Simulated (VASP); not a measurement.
The system is NaTaO2.

```
Na Ta O
1.0
     1.55718    0.89904    5.65317
    -1.55718    0.89904    5.65317
     0.00000   -1.79808    5.65317
Na Ta O
1 1 2
Direct
  0.50000 0.50000 0.50000
  0.00000 0.00000 0.00000
  0.26670 0.26670 0.26670
  0.73330 0.73330 0.73330
```

The cell comes from a database or a generator and needn't be the stable form of this composition.

Base run:

* Program: VASP 6.6.1
* Functional: r2SCAN
* Potentials or basis: VASP PAW PBE potentials, release 64 (Na_pv, Ta_pv, O)
* Cutoff: 520 eV
* k mesh: 7 × 7 × 7
* Occupations: gaussian, width 0.05 eV
* Spin: collinear spin, random start
* Starting moments: [0.03, 0.0, 0.0, 0.0] μB
* Hubbard terms: Ta d U = 5 eV

Its results: band gap on the k mesh none (metal or under the smearing width); pressure 7.6 GPa; net moment 0.00 μB per cell; largest force 2.574 eV/Å.

Problem. The run is repeated on the same cell with these changes: spin from collinear spin, random start to collinear spin, ferromagnetic start; moments at the start from [0.03, 0.0, 0.0, 0.0] to [0.5, 0.0, 0.0, 0.0]. What comes out?

Solution. Band gap on the k mesh none (metal or under the smearing width); pressure 7.7 GPa; net moment 0.27 μB per cell; site moments Na -0.00; Ta +0.23; O -0.01 μB; largest force 2.595 eV/Å.

Caveats: the PAW data sets were made with another functional, which shifts forces and pressure a little.

Not every run made on this cell is shown here.
